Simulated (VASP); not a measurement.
Computed with r2SCAN meta-GGA, VASP's PBE PAW potentials (set 64) (plane waves; VASP).

Input for VASP

**INCAR**
```
ISMEAR  =  1   # Methfessel-Paxton
NELM  =  100
EDIFFG  =  -0.01   # ionic stop
LMIXTAU  =  T
ENCUT  =  400
LMAXMIX  =  4
LREAL  =  F   # projection in real space or not
NSW  =  60   # most ionic steps
SYSTEM  =  RuAs
EDIFF  =  1E-6   # SCF stop (eV)
LCHARG  =  F
IBRION  =  2   # conjugate gradients
PREC  =  Accurate
ALGO  =  Normal   # blocked Davidson
SIGMA  =  0.1   # width (eV)
METAGGA  =  R2SCAN
LASPH  =  T   # aspherical one-centre terms
LWAVE  =  F
ISIF  =  3   # ions, shape and volume
```

File KPOINTS:
```
kpoints
0
gamma
11 11 11
```

### POSCAR
```
RuAs
1.0
  0.0000000000   2.5220361606   2.5220361606
  2.5220361606   0.0000000000   2.5220361606
  2.5220361606   2.5220361606   0.0000000000
Ru As
1 1
Cartesian
  0.0000000000   0.0000000000   0.0000000000
  2.5220361606   2.5220361606   2.5220361606
```

POTCAR, in this order: Ru_pv As (PBE.64 set). Program: vasp_std.

The run wrote:

### OSZICAR
```
       N       E                     dE             d eps       ncg     rms          rms(c)
DAV:   1     0.783388900866E+02    0.78339E+02   -0.95200E+03  1584   0.114E+03
DAV:   2    -0.421467400439E+02   -0.12049E+03   -0.11797E+03  1676   0.320E+02
DAV:   3    -0.448513665036E+02   -0.27046E+01   -0.26645E+01  1749   0.484E+01
DAV:   4    -0.448805857540E+02   -0.29219E-01   -0.29210E-01  1898   0.469E+00
DAV:   5    -0.448811705548E+02   -0.58480E-03   -0.58479E-03  1857   0.457E-01    0.140E+01
DAV:   6    -0.395425879504E+02    0.53386E+01   -0.59431E+00  1476   0.300E+01    0.441E+00
DAV:   7    -0.394926167727E+02    0.49971E-01   -0.87832E-01  1461   0.116E+01    0.364E+00
DAV:   8    -0.395284263376E+02   -0.35810E-01   -0.70511E-02  1511   0.273E+00    0.140E+00
DAV:   9    -0.395257585132E+02    0.26678E-02   -0.46597E-02  1546   0.252E+00    0.142E-01
DAV:  10    -0.395247823405E+02    0.97617E-03   -0.40859E-03  1741   0.722E-01    0.965E-02
DAV:  11    -0.395259338632E+02   -0.11515E-02   -0.18437E-03  1596   0.440E-01    0.830E-02
DAV:  12    -0.395259144175E+02    0.19446E-04   -0.44606E-04  1686   0.272E-01    0.329E-02
DAV:  13    -0.395259703200E+02   -0.55903E-04   -0.57116E-05  1661   0.102E-01    0.483E-03
DAV:  14    -0.395259531259E+02    0.17194E-04   -0.48265E-06  1756   0.268E-02    0.457E-03
DAV:  15    -0.395259682829E+02   -0.15157E-04   -0.26968E-06  1474   0.226E-02    0.226E-03
DAV:  16    -0.395259568897E+02    0.11393E-04   -0.13552E-06  1033   0.161E-02    0.757E-04
DAV:  17    -0.395259583542E+02   -0.14645E-05   -0.65391E-08   753   0.282E-03    0.326E-04
DAV:  18    -0.395259585427E+02   -0.18848E-06   -0.85634E-09   743   0.784E-04
   1 F= -.39525959E+02 E0= -.39525733E+02  d E =-.395260E+02
       N       E                     dE             d eps       ncg     rms          rms(c)
DAV:   1    -0.395475266085E+02   -0.21568E-01   -0.37325E-01  1466   0.818E+00    0.126E+00
DAV:   2    -0.395291408375E+02    0.18386E-01   -0.12722E-01  1481   0.421E+00    0.461E-01
DAV:   3    -0.395258530155E+02    0.32878E-02   -0.99219E-03  1471   0.116E+00    0.123E-01
DAV:   4    -0.395256540679E+02    0.19895E-03   -0.14060E-03  1549   0.295E-01    0.460E-02
DAV:   5    -0.395256828174E+02   -0.28750E-04   -0.79492E-05  1501   0.101E-01    0.385E-02
DAV:   6    -0.395255636964E+02    0.11912E-03   -0.18711E-04  1606   0.139E-01    0.102E-02
DAV:   7    -0.395256962727E+02   -0.13258E-03   -0.11993E-04  1526   0.117E-01    0.364E-03
DAV:   8    -0.395256943114E+02    0.19612E-05   -0.52273E-06  1701   0.233E-02    0.179E-03
DAV:   9    -0.395256949237E+02   -0.61226E-06   -0.99168E-08   833   0.308E-03
   2 F= -.39525695E+02 E0= -.39525483E+02  d E =0.263619E-03
       N       E                     dE             d eps       ncg     rms          rms(c)
DAV:   1    -0.395342776765E+02   -0.85834E-02   -0.13745E-01  1466   0.498E+00    0.753E-01
DAV:   2    -0.395275375344E+02    0.67401E-02   -0.48632E-02  1481   0.261E+00    0.287E-01
DAV:   3    -0.395261712427E+02    0.13663E-02   -0.39245E-03  1471   0.727E-01    0.788E-02
DAV:   4    -0.395261488989E+02    0.22344E-04   -0.54788E-04  1529   0.168E-01    0.273E-02
DAV:   5    -0.395261311092E+02    0.17790E-04   -0.46461E-05  1521   0.793E-02    0.230E-02
DAV:   6    -0.395261224565E+02    0.86527E-05   -0.65587E-05  1571   0.827E-02    0.611E-03
DAV:   7    -0.395261374090E+02   -0.14953E-04   -0.39633E-05  1536   0.673E-02    0.259E-03
DAV:   8    -0.395261447725E+02   -0.73635E-05   -0.23292E-06  1599   0.158E-02    0.111E-03
DAV:   9    -0.395261438010E+02    0.97151E-06   -0.53119E-08   743   0.274E-03
   3 F= -.39526144E+02 E0= -.39525924E+02  d E =-.185258E-03
```

### OUTCAR
```
------------------------ aborting loop because EDIFF is reached ----------------------------------------
  FORCE on cell =-STRESS in cart. coord.  units (eV):
  Direction    XX          YY          ZZ          XY          YZ          ZX
  --------------------------------------------------------------------------------------
  Total        0.0018676      0.0018676      0.0018676      0.0000000      0.0000000     -0.0000000
  in kB        0.0935664      0.0935664      0.0935664      0.0000000      0.0000000     -0.0000000
  external PRESSURE =       0.0935664 kB  Pullay stress =       0.0000000 kB
  volume of cell :       31.98
      direct lattice vectors                 reciprocal lattice vectors
    -0.000000000  2.519317829  2.519317829    -0.198466424  0.198466424  0.198466424
     2.519317829 -0.000000000  2.519317829     0.198466424 -0.198466424  0.198466424
     2.519317829  2.519317829 -0.000000000     0.198466424  0.198466424 -0.198466424
 POSITION                                       TOTAL-FORCE (eV/Angst)
 -----------------------------------------------------------------------------------
      0.00000      0.00000      0.00000         0.000000     -0.000000     -0.000000
      2.51932      2.51932      2.51932        -0.000000      0.000000      0.000000
 -----------------------------------------------------------------------------------
    total drift:                                0.000000     -0.000000     -0.000000
  FREE ENERGIE OF THE ION-ELECTRON SYSTEM (eV)
  ---------------------------------------------------
  free  energy   TOTEN  =       -39.5261438010 eV

  energy  without entropy=      -39.5254838186  energy(sigma->0) =      -39.52592381

 reached required accuracy - stopping structural energy minimisation
```
(Selected blocks of OUTCAR.)

**CONTCAR**
```
RuAs
   1.00000000000000
    -0.0000000000000000    2.5193178286617579    2.5193178286617579
     2.5193178286617579   -0.0000000000000000    2.5193178286617579
     2.5193178286617579    2.5193178286617579   -0.0000000000000000
  Ru              As
     1     1
Direct
     0.0000000000000000    0.0000000000000000    0.0000000000000000
     0.5000000000000000    0.5000000000000000    0.5000000000000000
```

The structure was generated: RuAs was put into the rock salt type (Fm-3m), which need not be its known phase. This run relaxes it. Symmetry was kept, so distortions that lower it aren't found. The start is the result of an earlier pass. The electron count is odd and the run is not spin-polarised, which forces a metal.
